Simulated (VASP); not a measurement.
# Be3ZnTe4 (I-42m) in VASP: notebook

One crystal, Be3ZnTe4, is run at these levels: PBE; tasks: equation of state.

Everything below comes from runs of VASP 6.6.1. Logs are shortened: lines on timing, memory, paths and dates and some standing lists are left out, and cuts for length are marked.

## Step 1: The crystal as given

Symmetry: I-42m, No. 121, tetragonal system. Conventional cell: a = 5.801 Å, b = 5.801 Å, c = 11.569 Å, α = 90.00°, β = 90.00°, γ = 90.00°. Be (site symmetry -42m) is surrounded by 4 Te at 2.45 Å. Around Be (site symmetry -4) lie 4 Te at 2.48 Å. Around Zn (site symmetry -42m) lie 4 Te at 2.64 Å. Around Te (site symmetry m) lie 3 Be at 2.45 to 2.48 Å and 1 Zn at 2.64 Å.

The cell was built by a generator and needn't be a form met in nature.

## Step 2: Equation of state, PBE, 24.33 Å³/atom

Input file INCAR:

```
ALGO = Normal
EDIFF = 1E-6
EDIFFG = -0.02
ENCUT = 520
GGA = PE
IBRION = 2
ISIF = 4
ISMEAR = 0
KPAR = 8
LASPH = True
LCHARG = False
LREAL = False
LWAVE = False
NELM = 100
NSW = 30
PREC = Accurate
SIGMA = 0.03
```

Input file KPOINTS:

```
k-points
0
Gamma
  6 6 6
```

Input file POSCAR:

```
Be3ZnTe4
1.0
   -2.9004200000      2.9004200000      5.7844800000
    2.9004200000     -2.9004200000      5.7844800000
    2.9004200000      2.9004200000     -5.7844800000
Be Zn Te
3 1 4
Direct
    0.5000000000      0.5000000000      0.0000000000
    0.7500000000      0.2500000000      0.5000000000
    0.2500000000      0.7500000000      0.5000000000
    0.0000000000      0.0000000000      0.0000000000
    0.1336510000      0.1336510000      0.5282340000
    0.6054180000      0.6054180000      0.4717660000
    0.8663490000      0.3945820000      0.0000000000
    0.3945820000      0.8663490000      0.0000000000
```

Potentials or basis: VASP PAW PBE potentials, release 64 (Be, Zn, Te).

Launch:

```console
$ cat potpaw_PBE.64/Be/POTCAR potpaw_PBE.64/Zn/POTCAR potpaw_PBE.64/Te/POTCAR > POTCAR
$ mpirun -np 8 vasp_std > vasp.out
```

OUTCAR:

```text
EDIFF = 1E-6
   EDIFFG = -0.02
   ENCUT = 520
   GGA = PE
   IBRION = 2
   ISIF = 4
   ISMEAR = 0
   LASPH = True
   LREAL = False
   NELM = 100
   NSW = 30
   PREC = Accurate

 ion  position               nearest neighbor table
   1  0.500  0.500  0.000-   6 2.45   7 2.45   8 2.45   5 2.45
   2  0.750  0.250  0.500-   5 2.48   7 2.48   8 2.48   6 2.48
   3  0.250  0.750  0.500-   5 2.48   8 2.48   7 2.48   6 2.48
   4  0.000  0.000  0.000-   7 2.64   8 2.64   6 2.64   5 2.64
   5  0.134  0.134  0.528-   1 2.45   2 2.48   3 2.48   4 2.64
   6  0.605  0.605  0.472-   1 2.45   2 2.48   3 2.48   4 2.64
   7  0.866  0.395  0.000-   1 2.45   2 2.48   3 2.48   4 2.64
   8  0.395  0.866  0.000-   1 2.45   3 2.48   2 2.48   4 2.64

  LATTYP: Found a body centered tetragonal cell.
 ALAT       =     5.8008400000
 C/A-ratio  =     1.9943594376

  Lattice vectors:

 A1 = (  -2.9004200000,   2.9004200000,   5.7844800000)
 A2 = (   2.9004200000,  -2.9004200000,   5.7844800000)
 A3 = (   2.9004200000,   2.9004200000,  -5.7844800000)

Analysis of symmetry for initial positions (statically):
=====================================================================
 Subroutine PRICEL returns:
 Original cell was already a primitive cell.

 Routine SETGRP: Setting up the symmetry group for a
 body centered tetragonal supercell.

 Subroutine GETGRP returns: Found  8 space group operations
 (whereof  8 operations were pure point group operations)
 out of a pool of 16 trial point group operations.

The static configuration has the point symmetry D_2d.

Analysis of symmetry for dynamics (positions and initial velocities):
=====================================================================
 Subroutine PRICEL returns:
 Original cell was already a primitive cell.

 Routine SETGRP: Setting up the symmetry group for a
 body centered tetragonal supercell.

 Subroutine GETGRP returns: Found  8 space group operations
 (whereof  8 operations were pure point group operations)
 out of a pool of 16 trial point group operations.

The dynamic configuration has the point symmetry D_2d.

 Subroutine INISYM returns: Found  8 space group operations
 (whereof  8 operations are pure point group operations),
 and found     1 'primitive' translations

----------------------------------------------------------------------------------------

                                     Primitive cell

  volume of cell :     194.6463

  direct lattice vectors                    reciprocal lattice vectors
    -2.900420000  2.900420000  5.784480000     0.000000000  0.172388826  0.086438193
     2.900420000 -2.900420000  5.784480000     0.172388826  0.000000000  0.086438193
     2.900420000  2.900420000 -5.784480000     0.172388826  0.172388826  0.000000000

  length of vectors
     7.091197446  7.091197446  7.091197446     0.192845712  0.192845712  0.243794616

  position of ions in fractional coordinates (direct lattice)
     0.500000000  0.500000000  0.000000000
     0.750000000  0.250000000  0.500000000
     0.250000000  0.750000000  0.500000000
     0.000000000  0.000000000  0.000000000
     0.133651000  0.133651000  0.528234000
     0.605418000  0.605418000  0.471766000
     0.866349000  0.394582000  0.000000000
     0.394582000  0.866349000  0.000000000

  ion indices of the primitive-cell ions
   primitive index   ion index
                 1           1
                 2           2
                 3           3
                 4           4
                 5           5
                 6           6
                 7           7
                 8           8

----------------------------------------------------------------------------------------

 KPOINTS: k-points

Automatic generation of k-mesh.
 Grid dimensions read from file:
 generate k-points for:    6    6    6

 Generating k-lattice:

  Cartesian coordinates                     Fractional coordinates (reciprocal lattice)
     0.000000000  0.028731471  0.014406366     0.166666667 -0.000000000  0.000000000
     0.028731471  0.000000000  0.014406366    -0.000000000  0.166666667  0.000000000
     0.028731471  0.028731471  0.000000000     0.000000000  0.000000000  0.166666667

  Length of vectors
     0.032140952  0.032140952  0.040632436

  Shift w.r.t. Gamma in fractional coordinates (k-lattice)
     0.000000000  0.000000000  0.000000000

 Subroutine IBZKPT returns following result:
 ===========================================

 Found     30 irreducible k-points:

 Following reciprocal coordinates:
            Coordinates               Weight
  0.000000  0.000000  0.000000      1.000000
  0.166667  0.000000 -0.000000      8.000000
  0.333333  0.000000 -0.000000      8.000000
  0.500000  0.000000 -0.000000      4.000000
  0.166667  0.166667 -0.000000      8.000000
  0.333333  0.166667 -0.000000     16.000000
[... 16 lines left out ...]
 -0.333333 -0.333333  0.166667      8.000000
 -0.166667 -0.333333  0.166667      8.000000
 [... further k-points ...]
   k-points           NKPTS =     30   k-points in BZ     NKDIM =     30   number of bands    NBANDS=     26
   number of dos      NEDOS =    301   number of ions     NIONS =      8
   total plane-waves  NPLWV = 157464
   dimension x,y,z NGX =    54 NGY =   54 NGZ =   54
   dimension x,y,z NGXF=   108 NGYF=  108 NGZF=  108
   ions per type =               3   1   4
   NGX,Y,Z   is equivalent  to a cutoff of  12.66, 12.66, 12.66 a.u.
   NGXF,Y,Z  is equivalent  to a cutoff of  25.32, 25.32, 25.32 a.u.
 SYSTEM =  unknown system
   PREC   = accura    normal or accurate (medium, high low for compatibility)
   ISTART =      0    job   : 0-new  1-cont  2-samecut
   ICHARG =      2    charge: 1-file 2-atom 10-const
   ISPIN  =      1    spin polarized calculation?
   LNONCOLLINEAR =      F non collinear calculations
   LSORBIT =      F    spin-orbit coupling
   LASPH  =      T    aspherical Exc in radial PAW
   ENCUT  =  520.0 eV  38.22 Ry    6.18 a.u.  13.18 13.18 13.18*2*pi/ulx,y,z
   NELM   =    100;   NELMIN=  2; NELMDL= -5     # of ELM steps
   EDIFF  = 0.1E-05   stopping-criterion for ELM
   LREAL  =      F    real-space projection
   EDIFFG = -.2E-01   stopping-criterion for IOM
   NSW    =     30    number of steps for IOM
   IBRION =      2    ionic relax: 0-MD 1-quasi-New 2-CG
   NFREE  =      1    steps in history (QN), initial steepest desc. (CG)
   ISIF   =      4    stress and relaxation
   ISYM   =      2    0-nonsym 1-usesym 2-fastsym
   POTIM  = 0.5000    time-step for ionic-motion
   TEBEG  =    0.0;   TEEND  =   0.0 temperature during run
   PSTRESS=    0.0 pullay stress
   NELECT =      42.0000    total number of electrons
   NUPDOWN=      -1.0000    fix difference up-down
   EMIN   =  10.00;   EMAX   =-10.00  energy-range for DOS
   EFERMI =   0.00;   METHOD = LEGACY
   ISMEAR =     0;   SIGMA  =   0.03  broadening in eV -4-tet -1-fermi 0-gaus
   EFERMI_NEDOS =   21; number of points for ismear=-14 and -15
   IALGO  =     38    algorithm
   IMIX   =      4    mixing-type and parameters
     AMIX     =   0.40;   BMIX     =  1.00
     AMIX_MAG =   1.60;   BMIX_MAG =  1.00
  volume/ion in A,a.u.               =      24.33       164.19
  Fermi-wavevector in a.u.,A,eV,Ry     =   0.981920  1.855559 13.118274  0.964166
  Thomas-Fermi vector in A             =   2.112963
   LORBIT       =      0    0 simple, 1 ext, 2 COOP (PROOUT), +10 PAW based schemes
   GGA     = PE    functional components
   LHFCALC =     F    Hartree Fock is set to
   AEXX    =    0.0000 exact exchange contribution
   IVDW    =     0    specifies the selected vdW correction
   LEPSILON=     F    determine dielectric tensor
   LRPA    =     F    only Hartree local field effects (RPA)
 conjugate gradient relaxation of ions
 non-spin polarized calculation
 Gauss-broadening in eV      SIGMA  =   0.03
  energy-cutoff  :      520.00
  volume of cell :      194.65
 maximum number of plane-waves:      5269
 NGX is ok and might be reduce to    54
   NGX = 27   NGY = 27   NGZ = 27

 number of electron      41.9999986 magnetization

 Free energy of the ion-electron system (eV)
  ---------------------------------------------------
  ext. energy  EPLUGINS =         0.00000000
  ---------------------------------------------------
  free energy    TOTEN  =       -27.96236002 eV

  energy without entropy =      -27.96236002  energy(sigma->0) =      -27.96236002

 E-fermi :   4.4704     XC(G=0):  -8.9541

 val. band max:        4.3346697208   @ k =   0.0000   0.0000   0.0000
 cond. band min:       6.3405042384   @ k =   0.5000   0.5000   0.5000
 fundamental gap:      2.0058345175
 Fermi energy:         4.4703532643

 k-point     1 :       0.0000    0.0000    0.0000
  band No.  band energies     occupation
      1      -7.6911      2.00000
      2      -6.1108      2.00000
      3      -6.0806      2.00000
      4      -6.0806      2.00000
      5      -2.3543      2.00000
      6      -2.3529      2.00000
[... 18 lines left out ...]
     25       8.0811      0.00000
     26       8.0931      0.00000

 k-point     2 :       0.1667    0.0000   -0.0000
  band No.  band energies     occupation
      1      -7.5931      2.00000
      2      -6.1885      2.00000
      3      -6.1354      2.00000
      4      -6.1181      2.00000
      5      -2.3684      2.00000
      6      -2.3509      2.00000
[... 18 lines left out ...]
     25       8.0061      0.00000
[... 608 lines left out ...]
     25       7.6020      0.00000
     26       8.1649      0.00000

 k-point    24 :      -0.1667   -0.3333    0.1667
  band No.  band energies     occupation
      1      -7.4428      2.00000
      2      -6.3980      2.00000
      3      -6.2106      2.00000
      4      -6.1053      2.00000
      5      -2.4055      2.00000
      6      -2.3690      2.00000
[... 18 lines left out ...]
     25       7.5951      0.00000
     26       8.0549      0.00000

 [... further k-points ...]

------------------------ aborting loop because EDIFF is reached ----------------------------------------

  FORCE on cell =-STRESS in cart. coord.  units (eV):
  Direction    XX          YY          ZZ          XY          YZ          ZX
  --------------------------------------------------------------------------------------
  -------------------------------------------------------------------------------------
  Total       -0.0168746     -0.0168746     -0.0198064      0.0000000     -0.0000000      0.0000000
  in kB       -0.1388988     -0.1388988     -0.1630313      0.0000000     -0.0000000      0.0000000
  external PRESSURE =      -0.1469430 kB  Pullay stress =       0.0000000 kB

 VOLUME and BASIS-vectors are now :
 -----------------------------------------------------------------------------
  energy-cutoff  :      520.00
  volume of cell :      194.65
      direct lattice vectors                 reciprocal lattice vectors
    -2.900420000  2.900420000  5.784480000     0.000000000  0.172388826  0.086438193
     2.900420000 -2.900420000  5.784480000     0.172388826  0.000000000  0.086438193
     2.900420000  2.900420000 -5.784480000     0.172388826  0.172388826  0.000000000

 POSITION                                       TOTAL-FORCE (eV/Angst)
 -----------------------------------------------------------------------------------
      0.00000      0.00000      5.78448        -0.000000      0.000000     -0.000000
      0.00000      2.90042      2.89224        -0.000000      0.000000     -0.000000
      2.90042      0.00000      2.89224         0.000000      0.000000     -0.000000
      0.00000      0.00000      0.00000        -0.000000      0.000000     -0.000000
      1.53210      1.53210     -1.50936        -0.001399     -0.001399     -0.002104
      1.36832      1.36832      4.27514         0.001399      0.001399     -0.002104
     -1.36832      1.36832      7.29383        -0.001399      0.001399      0.002104
      1.36832     -1.36832      7.29383         0.001399     -0.001399      0.002104
 -----------------------------------------------------------------------------------
    total drift:                                0.000523      0.000523     -0.000513

  FREE ENERGIE OF THE ION-ELECTRON SYSTEM (eV)
  ---------------------------------------------------
  free  energy   TOTEN  =       -27.9623600219 eV

  energy  without entropy=      -27.9623600219  energy(sigma->0) =      -27.96236002

 reached required accuracy - stopping structural energy minimisation
```

Run time: 79 s. Hardware: 8 MPI ranks of Intel Xeon Platinum 8259CL at 2.50GHz (Skylake/Cascade Lake), shared host; peak memory 0.49 GiB.

Results:

| Item | Value |
| --- | --- |
| Free energy | -27.9624 eV |
| Pressure | 0.0 GPa |
| Band gap on the k mesh | 2.01 eV, indirect (least direct gap 2.09 eV) |

Caveat: spin-orbit coupling is left out, which moves the levels of the heavy elements.

## Step 3: Equation of state, PBE, 23.60 Å³/atom (volume scaled by 0.97)

INCAR is that of step 2.

KPOINTS is that of step 2.

Edit POSCAR of step 2 so:

```diff
@@ -2,5 +2,5 @@
 1.0
-   -2.9004200000      2.9004200000      5.7844800000
-    2.9004200000     -2.9004200000      5.7844800000
-    2.9004200000      2.9004200000     -5.7844800000
+   -2.8711208251      2.8711208251      5.7260469140
+    2.8711208251     -2.8711208251      5.7260469140
+    2.8711208251      2.8711208251     -5.7260469140
 Be Zn Te
```

Potentials or basis: VASP PAW PBE potentials, release 64 (Be, Zn, Te).

Launch:

```console
$ cat potpaw_PBE.64/Be/POTCAR potpaw_PBE.64/Zn/POTCAR potpaw_PBE.64/Te/POTCAR > POTCAR
$ mpirun -np 8 vasp_std > vasp.out
```

It took 68 s on 8 MPI ranks of Intel Xeon Platinum 8259CL at 2.50GHz (Skylake/Cascade Lake), shared host; peak memory 0.49 GiB.

Results (log left out):

```
Free energy            : -27.9323 eV
Pressure               : 1.7 GPa
Largest force          : 0.020 eV/Å
Band gap on the k mesh : 1.98 eV, indirect (least direct gap 2.02 eV)
```

Caveat: spin-orbit coupling is left out, which moves the levels of the heavy elements.

## Step 4: Equation of state, PBE, 25.06 Å³/atom (volume scaled by 1.03)

INCAR is that of step 3.

KPOINTS is that of step 3.

Edit POSCAR of step 3 so:

```diff
@@ -2,5 +2,5 @@
 1.0
-   -2.8711208251      2.8711208251      5.7260469140
-    2.8711208251     -2.8711208251      5.7260469140
-    2.8711208251      2.8711208251     -5.7260469140
+   -2.9291388974      2.9291388974      5.8417558041
+    2.9291388974     -2.9291388974      5.8417558041
+    2.9291388974      2.9291388974     -5.8417558041
 Be Zn Te
```

Launch:

```console
$ cat potpaw_PBE.64/Be/POTCAR potpaw_PBE.64/Zn/POTCAR potpaw_PBE.64/Te/POTCAR > POTCAR
$ mpirun -np 8 vasp_std > vasp.out
```

Wall time 76 s (8 MPI ranks of Intel Xeon Platinum 8259CL at 2.50GHz (Skylake/Cascade Lake), shared host); peak memory 0.49 GiB.

Results (log left out):

| Item | Value |
| --- | --- |
| Free energy | -27.9343 eV |
| Pressure | -1.5 GPa |
| Largest force | 0.016 eV/Å |
| Band gap on the k mesh | 2.03 eV, indirect (least direct gap 2.16 eV) |

Caveat: spin-orbit coupling is left out, which moves the levels of the heavy elements.

## Step 5: Equation of state, PBE, 22.87 Å³/atom (volume scaled by 0.94)

INCAR is that of step 4.

KPOINTS is that of step 4.

Edit POSCAR of step 4 so:

```diff
@@ -2,5 +2,5 @@
 1.0
-   -2.9291388974      2.9291388974      5.8417558041
-    2.9291388974     -2.9291388974      5.8417558041
-    2.9291388974      2.9291388974     -5.8417558041
+   -2.8412111414      2.8412111414      5.6663962541
+    2.8412111414     -2.8412111414      5.6663962541
+    2.8412111414      2.8412111414     -5.6663962541
 Be Zn Te
```

Launch:

```console
$ cat potpaw_PBE.64/Be/POTCAR potpaw_PBE.64/Zn/POTCAR potpaw_PBE.64/Te/POTCAR > POTCAR
$ mpirun -np 8 vasp_std > vasp.out
```

Run time: 2 min. Hardware: 8 MPI ranks of Intel Xeon Platinum 8259CL at 2.50GHz (Skylake/Cascade Lake), shared host; peak memory 0.52 GiB.

Results (log left out):

```yaml
Free_energy: -27.8346 eV
Pressure: 3.7 GPa
Largest_force: 0.004 eV/Å
Band_gap_on_the_k_mesh: 1.92 eV, indirect (least direct gap 1.95 eV)
```

Caveat: spin-orbit coupling is left out, which moves the levels of the heavy elements.

## Step 6: Equation of state, PBE, 25.79 Å³/atom (volume scaled by 1.06)

INCAR is that of step 5.

KPOINTS is that of step 5.

Edit POSCAR of step 5 so:

```diff
@@ -2,5 +2,5 @@
 1.0
-   -2.8412111414      2.8412111414      5.6663962541
-    2.8412111414     -2.8412111414      5.6663962541
-    2.8412111414      2.8412111414     -5.6663962541
+   -2.9573054224      2.9573054224      5.8979299790
+    2.9573054224     -2.9573054224      5.8979299790
+    2.9573054224      2.9573054224     -5.8979299790
 Be Zn Te
```

Potentials or basis: VASP PAW PBE potentials, release 64 (Be, Zn, Te).

Launch:

```console
$ cat potpaw_PBE.64/Be/POTCAR potpaw_PBE.64/Zn/POTCAR potpaw_PBE.64/Te/POTCAR > POTCAR
$ mpirun -np 8 vasp_std > vasp.out
```

Run time: 98 s. Hardware: 8 MPI ranks of Intel Xeon Platinum 8259CL at 2.50GHz (Skylake/Cascade Lake), shared host; peak memory 0.51 GiB.

The run converged. Its results:

```yaml
Free_energy: -27.8566 eV
Pressure: -2.7 GPa
Largest_force: 0.017 eV/Å
Band_gap_on_the_k_mesh: 2.05 eV, indirect (least direct gap 2.22 eV)
```

Caveat: spin-orbit coupling is left out, which moves the levels of the heavy elements.

## Step 7: Equation of state, PBE, 22.14 Å³/atom (volume scaled by 0.91)

INCAR is that of step 6.

KPOINTS is that of step 6.

Edit POSCAR of step 6 so:

```diff
@@ -2,5 +2,5 @@
 1.0
-   -2.9573054224      2.9573054224      5.8979299790
-    2.9573054224     -2.9573054224      5.8979299790
-    2.9573054224      2.9573054224     -5.8979299790
+   -2.8106581161      2.8106581161      5.6054625397
+    2.8106581161     -2.8106581161      5.6054625397
+    2.8106581161      2.8106581161     -5.6054625397
 Be Zn Te
```

Launch:

```console
$ cat potpaw_PBE.64/Be/POTCAR potpaw_PBE.64/Zn/POTCAR potpaw_PBE.64/Te/POTCAR > POTCAR
$ mpirun -np 8 vasp_std > vasp.out
```

Run time: 2 min. Hardware: 8 MPI ranks of Intel Xeon Platinum 8259CL at 2.50GHz (Skylake/Cascade Lake), shared host; peak memory 0.52 GiB.

Results (log left out):

| Property | Result |
| --- | --- |
| Free energy | -27.6575 eV |
| Pressure | 6.1 GPa |
| Largest force | 0.007 eV/Å |
| Band gap on the k mesh | 1.86 eV, indirect (least direct gap 1.87 eV) |

Caveat: spin-orbit coupling is left out, which moves the levels of the heavy elements.

## Step 8: Equation of state, PBE, 26.52 Å³/atom (volume scaled by 1.09)

INCAR is that of step 7.

KPOINTS is that of step 7.

Edit POSCAR of step 7 so:

```diff
@@ -2,5 +2,5 @@
 1.0
-   -2.8106581161      2.8106581161      5.6054625397
-    2.8106581161     -2.8106581161      5.6054625397
-    2.8106581161      2.8106581161     -5.6054625397
+   -2.9849453929      2.9849453929      5.9530540150
+    2.9849453929     -2.9849453929      5.9530540150
+    2.9849453929      2.9849453929     -5.9530540150
 Be Zn Te
```

Launch:

```console
$ cat potpaw_PBE.64/Be/POTCAR potpaw_PBE.64/Zn/POTCAR potpaw_PBE.64/Te/POTCAR > POTCAR
$ mpirun -np 8 vasp_std > vasp.out
```

It took 2.5 min on 8 MPI ranks of Intel Xeon Platinum 8259CL at 2.50GHz (Skylake/Cascade Lake), shared host; peak memory 0.53 GiB.

It converged, with:

| Item | Value |
| --- | --- |
| Free energy | -27.7364 eV |
| Pressure | -3.8 GPa |
| Largest force | 0.004 eV/Å |
| Band gap on the k mesh | 2.08 eV, indirect (least direct gap 2.21 eV) |

Caveat: spin-orbit coupling is left out, which moves the levels of the heavy elements.
